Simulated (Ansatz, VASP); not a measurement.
B3C2 in VASP and in Ansatz

INCAR

```
PREC = Accurate ; ENCUT = 600
EDIFF = 1E-6 ; ISMEAR = 0
SIGMA = 0.1 ; LREAL = False
LASPH = True ; NELM = 60
ALGO = Normal ; ISIF = 3
LWAVE = False ; LCHARG = False
GGA = PE ; IBRION = 2
NSW = 90 ; EDIFFG = -0.04
```

The input KPOINTS:

```
regular mesh
0
Gamma
  6 6 6
```

The input POSCAR:

```
B3C2
1.0
    3.7362222000      0.0000000000      0.0000000000
    0.0000000000      3.7362222000      0.0000000000
    0.0000000000      0.0000000000      3.7362222000
B C
3 2
Direct
    0.5000000000      0.0000000000      0.0000000000
    0.0000000000      0.5000000000      0.0000000000
    0.0000000000      0.0000000000      0.5000000000
    0.0000000000      0.0000000000      0.0000000000
    0.5000000000      0.5000000000      0.5000000000
```

Input for Ansatz:

```yaml
crystal:
  lattice:
    - [3.7362222, 0.0, 0.0]
    - [0.0, 3.7362222, 0.0]
    - [0.0, 0.0, 3.7362222]
  atoms:
    - { symbol: B, position: [0.5, 0.0, 0.0] }
    - { symbol: B, position: [0.0, 0.5, 0.0] }
    - { symbol: B, position: [0.0, 0.0, 0.5] }
    - { symbol: C, position: [0.0, 0.0, 0.0] }
    - { symbol: C, position: [0.5, 0.5, 0.5] }
basis:
  ecutwfc: 420
kpoints:
  mp_grid: { grid: [6, 6, 6] }
hamiltonian:
  xc: pbe
scf:
  occupations: { method: gaussian, width: 0.1 }
  lower_state_search: "off"
output:
  forces: true
  stress: true
  eigenvalues: true
relax:
  adjacent_minimum: "off"
  f_tol: 0.04
  max_steps: 70
  cell: { stress_tol: 0.4 }
```

Alike in both runs: task relaxation of cell and atoms; functional PBE; k mesh 6 × 6 × 6; occupations gaussian, width 0.1 eV; no spin polarisation.

|  | VASP | Ansatz |
| --- | --- | --- |
| version | VASP 6.6.1 | Ansatz 0.2.0 |
| potentials or method | VASP PAW PBE potentials, release 64 (B, C) | scalar-relativistic, plane waves, PAW |
| plane-wave cutoff (eV) | 600 | 420 |
| valence electrons in the cell | 17 | 17 |

```csv
,VASP,Ansatz,Ansatz less VASP
"gap on the k mesh at the Fermi level, each at its own relaxed structure (eV)",none,none,-
relaxed volume (Å³/atom),6.99,6.99,+0.002
relaxed cell length with the largest relative difference (Å),3.270,3.270,+0.0003
energy change over the relaxation (meV/atom),-567,-564,+2.6
```

A gap of «none» marks a metal or a gap that the smearing closes.

Caveats: the volume moved by over 15 % at a fixed basis, so the end points are rough (VASP).
